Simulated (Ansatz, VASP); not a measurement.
## Te2Pt in two plane-wave programs

Aim: how closely do two programs agree when they are given the same cell, functional and k mesh? The structure shown is the start of the Ansatz relaxation below; VASP solves that cell, so the two are compared at the walk's first step.

Program: Ansatz 0.2.0. Level of theory: plane waves, with VASP 6.6.1 beside it; single point at LDA. Results are calculated unless marked as measured.

## (1) The structure

The cell holds 3 atoms: 1 Pt and 2 Te. Cell: a = 4.045 Å, b = 4.045 Å, c = 29.298 Å, α = 90.0°, β = 90.0°, γ = 120.0°. Vacuum lies along c. The height across the vacuum is the one that the program set for its solve, not the one typed.

## (2) Ansatz: relaxation, LDA

Ansatz runs on its default PAW (the set named soft_2) files.

The two programs are compared at the cell with which this relaxation starts, whose forces are those of its first step.

The input, input.yaml:

```yaml
crystal:
  lattice:
    - [4.0448978693, 2.9e-09, 0.0]
    - [-2.0224489372, 3.5029843091, 0.0]
    - [0.0, 0.0, 18.531]
  atoms:
    - { symbol: Pt, position: [0.3333333333, 0.6666666667, 0.5] }
    - { symbol: Te, position: [0.0, 0.0, 0.57417562] }
    - { symbol: Te, position: [0.6666666667, 0.3333333333, 0.42582438] }
  periodic: [true, true, false]
kpoints:
  mp_grid: { grid: [6, 6, 1] }
scf:
  occupations: { method: fermi_dirac, width: 0.05 }
hamiltonian:
  xc: lda
output:
  forces: true
  stress: true
relax:
  f_tol: 0.02
  max_steps: 50
  cell: {}
```

The run is started by

```bash
$ ansatz run input.yaml --threads 1 --pin off --max-ram 4096MiB --backend cpu --events-out ev --progress --plain --runs-dir out
```

Numbers of over 12 decimals in the logs are rounded to 6 here.

The log of the run:

```text
Warning: crystal.periodic: the lattice vector that does not repeat stood 0.000° off the slab's normal, 18.531 Å along it as the deck builds it. The run solves the slab on a vector along the normal, 29.298 Å long, with every atom where it was (on the deck's vector they left 15.78 Å outside them, and the widest stretch free of ions among them is 1.37 Å). A fractional position that the run reports is one of the run's ce [...]
crystal.periodic: the lattice vector that does not repeat stood 0.000° off the slab's normal, 18.531 Å along it as the deck builds it. The run solves the slab on a vector along the normal, 29.298 Å long, with every atom where it was (on the deck's vector they left 15.78 Å outside them, and the widest stretch free of ions among them is 1.37 Å). A fractional position that the run reports is one of the run's cell, which [...]
Engine: ansatz 0.2.0, aarch64-unknown-linux-gnu
Pseudopotentials: kind: paw
Pseudopotential: Pt, paw, valence charge 18, recommended cutoff 420 eV (normal), Pt.paw.azcp
Pseudopotential: Te, paw, valence charge 16, recommended cutoff 420 eV (normal), Te.paw.azcp
Functional definition: SPW92
  exchange = slater_x
  correlation = pw_c
Crystal: 3 atoms, lattice volume = 415.132 Å³
Basis set: ecut = 420 eV, 8125 PW (Γ)
Bands: 30, of which v1, the nominal top of the filled ones, is band 25 counted from 1 (24 counted from 0)
Symmetry: 12 space group operations
Space group: P-3m1 (ITA 164), of the structure as read, at distance tolerance 7.5e-5 Å
k-points: 7 of 36
Non-local potential: Pt, projectors of the file, l = 0: 3, l = 1: 2, l = 2: 2, l = 3: 1
Non-local potential: Te, projectors of the file, l = 0: 2, l = 1: 2, l = 2: 2, l = 3: 2
PAW form: soft (Blöchl's): semilocal exchange-correlation on the pseudo side does not see the compensation charge
PAW frozen core: Pt, regenerated for the run's functional, and the local potential with it (the file was generated under x = pbe(κ = 0.804, μ = 0.219515), c = pbe(β = 0.066725))
PAW frozen core: Te, regenerated for the run's functional, and the local potential with it (the file was generated under x = pbe(κ = 0.804, μ = 0.219515), c = pbe(β = 0.066725))
PAW one-centre angular grid: Pt, 590 points (default); XC on 64 Gauss nodes
PAW one-centre angular grid: Te, 590 points (default); XC on 64 Gauss nodes
Initial density: superposition of atomic densities (neutral atoms: chi_scale 0, normalization atom), corrected by the library's trained network
Initial wavefunctions: pseudopotential atomic-orbital guess
Functional: x = slater, c = lda
SCF iter   1: F=—  HF=-25900.138769 eV  |F-HF|=—  |Δ(HF+E_count)|=         —  Δρ=2.64e-3  dr2=2.12e-2  ethr=1.77e-3  ⟨swp⟩=14.4  Hψ=1494  notcnv=0
[...]
SCF iter   2: F=—  HF=-25900.214993 eV  |F-HF|=—  |Δ(HF+E_count)|=   1.21e-2  Δρ=2.28e-3  dr2=1.02e-2  ethr=9.57e-5  ⟨swp⟩=4.3  Hψ=493  notcnv=0
SCF iter   3: F=—  HF=-25900.214477 eV  |F-HF|=—  |Δ(HF+E_count)|=   5.16e-4  Δρ=1.13e-3  dr2=7.79e-3  ethr=2.03e-5  ⟨swp⟩=3.0  Hψ=335  notcnv=0
SCF iter   4: F=—  HF=-25900.213319 eV  |F-HF|=—  |Δ(HF+E_count)|=   1.16e-3  Δρ=4.10e-4  dr2=8.13e-4  ethr=1.56e-5  ⟨swp⟩=3.0  Hψ=370  notcnv=0
SCF iter   5: F=—  HF=-25900.213192 eV  |F-HF|=—  |Δ(HF+E_count)|=   1.28e-4  Δρ=6.98e-5  dr2=1.75e-5  ethr=1.63e-6  ⟨swp⟩=3.1  Hψ=342  notcnv=0
SCF iter   6: F=—  HF=-25900.213188 eV  |F-HF|=—  |Δ(HF+E_count)|=   3.53e-6  Δρ=1.95e-5  dr2=2.27e-6  ethr=3.50e-8  ⟨swp⟩=3.0  Hψ=385  notcnv=0
SCF iter   7: F=—  HF=-25900.213147 eV  |F-HF|=—  |Δ(HF+E_count)|=   4.13e-5  Δρ=4.09e-6  dr2=7.27e-8  ethr=4.53e-9  ⟨swp⟩=3.7  Hψ=487  notcnv=0
SCF iter   8: F=—  HF=-25900.213147 eV  |F-HF|=—  |Δ(HF+E_count)|=   1.85e-8  Δρ=6.17e-7  dr2=2.76e-9  ethr=1.45e-10  ⟨swp⟩=3.6  Hψ=451  notcnv=0
SCF iter   9: F=—  HF=-25900.213147 eV  |F-HF|=—  |Δ(HF+E_count)|=   1.54e-9  Δρ=1.36e-7  dr2=7.67e-11  ethr=5.51e-12  ⟨swp⟩=3.3  Hψ=364  notcnv=0
SCF iter  10: F=-25900.213147 eV  HF=-25900.213147 eV  |F-HF|=1.46e-11  |Δ(HF+E_count)|=  1.46e-11  Δρ=2.58e-8  dr2=3.81e-12  ethr=1.00e-12  ⟨swp⟩=9.9  Hψ=1290  notcnv=0
SCF 3 converged in 10 iterations: F = -25900.213147 eV  dr2 = 3.81e-12
relax step   3: F+E_penalty+E_count = -25900.21314684 eV  Δ(F+E_penalty+E_count) = -8.395e-2 eV  max|allowed force component| = 1.308e-1 eV/Å  Δτ_max = 0.0070 Å  P = -0.927 N/m  Ω = 399.541 Å³  energy of the carried Pulay correction = +7.863e-4 eV  fix = [c, alpha, beta]  reactions: c -0.000 N/m  (10 SCF iters, accepted)
[...]
relax step   4: F+E_penalty+E_count = -25900.21831302 eV  Δ(F+E_penalty+E_count) = -5.166e-3 eV  max|allowed force component| = 2.306e-2 eV/Å  Δτ_max = 0.0029 Å  P = +0.121 N/m  Ω = 393.617 Å³  energy of the carried Pulay correction = +1.093e-3 eV  fix = [c, alpha, beta]  reactions: c +0.000 N/m  (5 SCF iters, dr2 threshold 3.00e-7 eV, accepted)
[...]
relax step   5: F+E_penalty+E_count = -25900.21836529 eV  Δ(F+E_penalty+E_count) = -5.227e-5 eV  max|allowed force component| = 3.848e-3 eV/Å  Δτ_max = 0.0009 Å  P = -0.005 N/m  Ω = 394.105 Å³  energy of the carried Pulay correction = +1.068e-3 eV  fix = [c, alpha, beta]  reactions: c -0.000 N/m  (4 SCF iters, dr2 threshold 3.32e-8 eV, accepted)
[...]
relax step   6: F+E_penalty+E_count = -25900.21729052 eV  Δ(F+E_penalty+E_count) = +1.075e-3 eV  max|allowed force component| = 3.756e-3 eV/Å  Δτ_max = 0.0000 Å  P = -0.006 N/m  Ω = 394.105 Å³  fix = [c, alpha, beta]  reactions: c -0.000 N/m  stress off target by 5.67e-3 N/m on what of the cell is left free  SCF on the basis re-selected at this cell (its energy is not comparable with the rows above)  (7 SCF iters)
basis re-selected at this cell: Δ(F+E_penalty+E_count) = +1.075e-3 eV, ΔP = -0.001 N/m vs the last step (what re-selecting the basis moved, of the pressure what is left beyond the Pulay correction that the steps carried, after the strain that the cell walked since its last selection, with what the two solves' SCF thresholds leave and, on support functions, any second-order correction that the steps lacked; it is no measure of the basis error at this ecutwfc). The dense FFT grid was sized anew with the basis: this SCF ran on 27×27×200 points, the steps before it on 30×30×200, so part of this shift can come from that change (see relax.cell in the input reference). [rest of the remark cut]
SCF converged after 7 iterations
Free energy (F): -25900.217291 eV
Harris-Foulkes:  -25900.217291 eV  (|F-HF|=8.37e-11)
Internal energy: -25900.217268 eV  (E = F + TS)
E sigma→0 (E₀):  -25900.217279 eV
Entropy (-TS):   -0.000022 eV (-0.007 meV/atom)
Fermi energy:    -4.511636 eV
--- Per-component energies (eV) ---
  E_band       = -1610.244270
  E_kinetic    = 1004.802426
  E_local      = -104267.100484  (includes V_loc(G=0)·N_el)
  E_nonlocal   = -403.362490
  E_hartree    = 51815.429430
  E_xc         = -509.087791
  E_vxc        = -513.805094  (∫ρ·V_xc dr)
  E_paw        = -18198.587291  (= ΣΔE_a)
  E_vpaw       = -1061.636862  (= ΣTr[D̂ρ^β])
  E_aug_tail   = -0.000229  (compensation charges beyond the density's cutoff)
  E_ewald      = 44655.867968
  E_core_change = 1.821192  (= ΣΔE_core)
  E_smearing   = -0.000022  (= −TS)
  E_closure    = 0.000000  (closes the sum)
  Σ components = -25900.217291   (vs F -25900.217291, Δ=0.00e0)
--- Forces (eV/Å), atoms counted from 1 ---
  atom   1  Pt     0.00000000    -0.00000000     0.00000000
  atom   2  Te    -0.00000000     0.00000000    -0.00375579
  atom   3  Te     0.00000000     0.00000000     0.00375579
  max |Σ_I F_I| component: 1.45e-19 eV/Å
--- 2D stress c σ (N/m, compression-positive) ---
       -0.005665       0.000000      -0.000000
        0.000000      -0.005665       0.000000
       -0.000000       0.000000      -0.000000
  P = ½ c Tr σ = -0.0057 N/m
--- Relaxed structure (5 steps of the walk, 4 accepted, 1 SCFs on fresh bases) ---
  F+E_penalty+E_count = -25900.21729052 eV   max|allowed force component| = 3.756e-3 eV/Å   (the final SCF, on the basis selected at the relaxed cell)
  cell:  # Å, volume = 394.1046 Å³
    - [3.941123, 2.8472713320771876e-9, 0]
    - [-1.970562, 3.413113, 0]
    - [0, 0, 29.298194]
  atoms:
    - { symbol: Pt, position: [0.333333, 0.666667, 0.316248] }
    - { symbol: Te, position: [0, 0, 0.363056] }
    - { symbol: Te, position: [0.666667, 0.333333, 0.269440] }
```

## (3) VASP: single point, LDA, start cell

The same cell, functional (in two slightly different forms), mesh and smearing now go to VASP, with its own data sets.

Lines of VASP's logs that name or quote its potential files are left out, and so is its time.

The input, INCAR:

```
SYSTEM = Te2Pt
PREC = Accurate
ENCUT = 400
EDIFF = 1E-06
NELM = 120
ISMEAR = -1
SIGMA = 0.05
LREAL = .FALSE.
ALGO = Normal
GGA = CA
NBANDS = 17
LASPH = .TRUE.
LORBIT = 11
LWAVE = .FALSE.
LCHARG = .FALSE.
ISIF = 2
LDIPOL = .TRUE.
IDIPOL = 3
DIPOL = 0.5 0.5 0.316
LVHAR = .TRUE.
GGA_COMPAT = .FALSE.
EFERMI = MIDGAP
NELMDL = -8
```

The input, POSCAR:

```
Te2Pt
1.0
    4.0448980000      0.0000000000      0.0000000000
   -2.0224490000      3.5029840000      0.0000000000
    0.0000000000      0.0000000000     29.2981940000
Pt Te
1 2
Direct
    0.3333333809      0.6666667618      0.3162481619
    0.0000000000      0.0000000000      0.3631639547
    0.6666666191      0.3333332382      0.2693323691
```

The input, KPOINTS:

```
Automatic mesh
0
Gamma
6 6 1
0 0 0
```

The projector-augmented-wave data sets are Pt and Te (LDA family, release 64).

The run is started by

```bash
$ mpirun -np 1 vasp_std
```

The log of the run:

```text
[banner, memory and clock lines left out]
running    1 mpi-ranks, on    1 nodes
 distrk:  each k-point on    1 cores,    1 groups
 distr:  one band on    1 cores,    1 groups

 POSCAR found type information on POSCAR PtTe
 POSCAR found :  2 types and       3 ions
 LDA part: xc-table for (Slater(with rela. corr.)+CA(PZ))
 , standard interpolation
 POSCAR, INCAR and KPOINTS ok, starting setup
 FFT: planning ... GRIDC
 FFT: planning ... GRID_SOFT
 FFT: planning ... GRID
 WAVECAR not read
 entering main loop
       N       E                     dE             d eps       ncg     rms          rms(c)
DAV:   1     0.151052139744E+03    0.15105E+03   -0.57065E+03   238   0.721E+02
DAV:   2     0.353118550838E+01   -0.14752E+03   -0.13822E+03   376   0.139E+02
DAV:   3    -0.159999932153E+02   -0.19531E+02   -0.19358E+02   288   0.623E+01
DAV:   4    -0.164511688416E+02   -0.45118E+00   -0.45033E+00   367   0.111E+01
DAV:   5    -0.164555280325E+02   -0.43592E-02   -0.43590E-02   354   0.112E+00
DAV:   6    -0.164556358426E+02   -0.10781E-03   -0.10781E-03   377   0.107E-01
DAV:   7    -0.164556393194E+02   -0.34768E-05   -0.34766E-05   378   0.176E-02
DAV:   8    -0.164556394501E+02   -0.13071E-06   -0.13083E-06   289   0.237E-03    0.114E+01
DAV:   9    -0.160538548422E+02    0.40178E+00   -0.28070E+00   251   0.138E+01    0.696E+00
DAV:  10    -0.159517954802E+02    0.10206E+00   -0.10807E+00   265   0.930E+00    0.291E+00
DAV:  11    -0.158749281359E+02    0.76867E-01   -0.15780E-01   289   0.360E+00    0.734E-01
DAV:  12    -0.158717918568E+02    0.31363E-02   -0.37658E-02   302   0.139E+00    0.292E-01
DAV:  13    -0.158718143585E+02   -0.22502E-04   -0.17100E-03   311   0.281E-01    0.196E-01
DAV:  14    -0.158719005826E+02   -0.86224E-04   -0.10416E-04   303   0.647E-02    0.101E-01
[...]
DAV:  18    -0.158720900286E+02   -0.52958E-04   -0.93626E-06   249   0.138E-02    0.186E-02
DAV:  19    -0.158721233748E+02   -0.33346E-04   -0.34804E-06   263   0.575E-03    0.782E-03
DAV:  20    -0.158721411317E+02   -0.17757E-04   -0.20155E-06   211   0.498E-03    0.474E-03
DAV:  21    -0.158721475336E+02   -0.64020E-05   -0.37996E-07   256   0.370E-03    0.213E-03
DAV:  22    -0.158721521862E+02   -0.46526E-05   -0.21746E-07   228   0.188E-03    0.154E-03
DAV:  23    -0.158721535757E+02   -0.13895E-05   -0.50722E-08   256   0.166E-03    0.677E-04
DAV:  24    -0.158721549336E+02   -0.13579E-05   -0.65764E-08   230   0.156E-03    0.994E-04
DAV:  25    -0.158721552874E+02   -0.35379E-06   -0.56471E-09   249   0.447E-04
   1 F= -.15872155E+02 E0= -.15872147E+02  d E =-.159740E-04
```

OUTCAR, selected parts (step 3):

```text
ion  position               nearest neighbor table
   1  0.333  0.667  0.316-   3 2.71   2 2.71   2 2.71   2 2.71   3 2.71   3 2.71
   2  0.000  0.000  0.363-   1 2.71   1 2.71   1 2.71   3 3.61   3 3.61   3 3.61
   3  0.667  0.333  0.269-   1 2.71   1 2.71   1 2.71   2 3.61   2 3.61   2 3.61

  LATTYP: Found a hexagonal cell.
 ALAT       =     4.0448980000
 C/A-ratio  =     7.2432466777

 Subroutine GETGRP returns: Found 12 space group operations
 (whereof  6 operations were pure point group operations)

The static configuration has the point symmetry C_3v.
 The point group associated with its full space group is D_3d.

 Found      7 irreducible k-points:

   k-points           NKPTS =      7   k-points in BZ     NKDIM =      7   number of bands    NBANDS=     17

   dimension x,y,z NGX =    28 NGY =   28 NGZ =  192
   dimension x,y,z NGXF=    56 NGYF=   56 NGZF=  384

   ENCUT  =  400.0 eV  29.40 Ry    5.42 a.u.   6.60  6.60 47.78*2*pi/ulx,y,z

   NELECT =      22.0000    total number of electrons

 k-points in reciprocal lattice and weights: Automatic mesh
   0.00000000  0.00000000  0.00000000       0.028
   0.16666667  0.00000000  0.00000000       0.167
   0.33333333 -0.00000000  0.00000000       0.167
   0.50000000 -0.00000000  0.00000000       0.083
   0.16666667  0.16666667  0.00000000       0.167
   0.33333333  0.16666667  0.00000000       0.333
   0.33333333  0.33333333  0.00000000       0.056

 dipolmoment           0.000000      0.000000      0.000004 electrons x Angstroem

 average (electrostatic) potential at core
       1 -77.1553       2 -97.9971       3 -97.9971

 E-fermi :  -2.3313

 k-point     1 :       0.0000    0.0000    0.0000
  band No.  band energies     occupation
    ...
      7      -5.9980      2.00000
      8      -4.5621      2.00000
      9      -3.3635      2.00000
     10      -2.7867      1.99978
     11      -2.7867      1.99978
     12      -0.4617      0.00000
     13      -0.4617      0.00000
     14       1.0856      0.00000
     15       1.3087      0.00000
     16       2.0468      0.00000
    ...

 k-point     2 :       0.1667    0.0000    0.0000
  band No.  band energies     occupation
    ...
      7      -6.1083      2.00000
      8      -5.0950      2.00000
      9      -3.4941      2.00000
     10      -3.0845      2.00000
     11      -2.9597      1.99999
     12      -1.8104      0.00006
     13      -0.7371      0.00000
     14       1.7365      0.00000
     15       1.8513      0.00000
     16       2.0513      0.00000
    ...

 k-point     3 :       0.3333   -0.0000    0.0000
  band No.  band energies     occupation
    ...
      7      -6.0717      2.00000
      8      -5.5141      2.00000
      9      -4.6526      2.00000
     10      -4.0477      2.00000
     11      -3.6145      2.00000
     12      -1.5952      0.00000
     13      -0.7635      0.00000
     14       0.6046      0.00000
     15       2.4989      0.00000
     16       2.8424      0.00000
    ...

  Total       -3.1448604     -3.1448596     -1.6853874      0.0000000      0.0000000      0.0000000
  in kB      -12.1373920    -12.1373890     -6.5046473      0.0000000      0.0000000      0.0000000
  external PRESSURE =     -10.2598094 kB  Pullay stress =       0.0000000 kB

  energy-cutoff  :      400.00
  volume of cell :      415.13
      direct lattice vectors                 reciprocal lattice vectors
     4.044898000  0.000000000  0.000000000     0.247225023  0.142735451  0.000000000
    -2.022449000  3.502984000  0.000000000     0.000000000  0.285470901  0.000000000
     0.000000000  0.000000000 29.298194000     0.000000000  0.000000000  0.034131797

 POSITION                                       TOTAL-FORCE (eV/Angst)
 -----------------------------------------------------------------------------------
      0.00000      2.33532      9.26550         0.000000      0.000000      0.000000
      0.00000      0.00000     10.64005        -0.000000      0.000000     -0.606392
      2.02245      1.16766      7.89095        -0.000000     -0.000000      0.606392
 -----------------------------------------------------------------------------------
    total drift:                                0.000000     -0.000010      0.000095

  FREE ENERGIE OF THE ION-ELECTRON SYSTEM (eV)
  ---------------------------------------------------
  free  energy   TOTEN  =       -15.8721552874 eV

  energy  without entropy=      -15.8721393134  energy(sigma->0) =      -15.87214730

 vacuum level on the upper side and lower side of the slab         2.319         2.319

 total charge
# of ion       s       p       d       tot
------------------------------------------
    1        0.664   0.632   8.044   9.340
    2        1.393   1.891   0.053   3.337
    3        1.393   1.891   0.053   3.337
--------------------------------------------------
tot          3.449   4.415   8.151  16.015

[... 3 further parts left out ...]
```

## (4) Differences

Known differences besides the potentials themselves: the two LDA forms differ slightly; Ansatz cuts the interaction across the vacuum, VASP repeats the sheet with a dipole correction; the data sets hold 50 valence electrons in Ansatz (on its default PAW (the set named soft_2) files) and 22 in VASP; the cutoff is 420 eV in Ansatz and 400 eV in VASP; VASP's log shows a relativistic correction to its local exchange, Ansatz's none. Total energies have different zeros and are not compared.

Forces (eV/Å; atoms numbered as in POSCAR):

```tsv
atom	Ansatz x, y, z	VASP x, y, z
Pt1	0.000, 0.000, 0.000	0.000, 0.000, 0.000
Te2	0.000, 0.000, -0.630	0.000, 0.000, -0.606
Te3	0.000, 0.000, 0.630	0.000, 0.000, 0.606
```

The forces differ by 11 meV/Å r.m.s., which is 4.0 % of the r.m.s. force of 0.286 eV/Å (both taken over all components). With vacuum in the cell, a pressure given here is an average over mostly empty space and none of the material.

## (5) What came out

```
r.m.s. force difference (single point, LDA, start cell) : 4.0 % of the r.m.s. force
```

The r.m.s. force difference is 4.0 % of the r.m.s. force (single point, LDA, start cell), beyond the 3 % picked in this series as the mark of a large difference. The data sets hold unlike numbers of valence electrons (50 in Ansatz and 22 in VASP), so part of the differences comes from the potentials. 1 further run of this series is not shown here. Such differences can come from data sets, numerical settings and the points named under the comparisons, not from the functional's error against experiment.

[Lines on the potential files, build, host, timing and source positions are cut from VASP's logs without a mark.]

[Logs are printed without paths, hosts, clocks, repeated set-up lines and the standing remarks that a program may print on its own settings, such as how far it seeks lower states.]

[Hosts, paths, dates, database ids (printed as entryN), source tags and the programs' standing remarks are cut or masked in the printed files.]
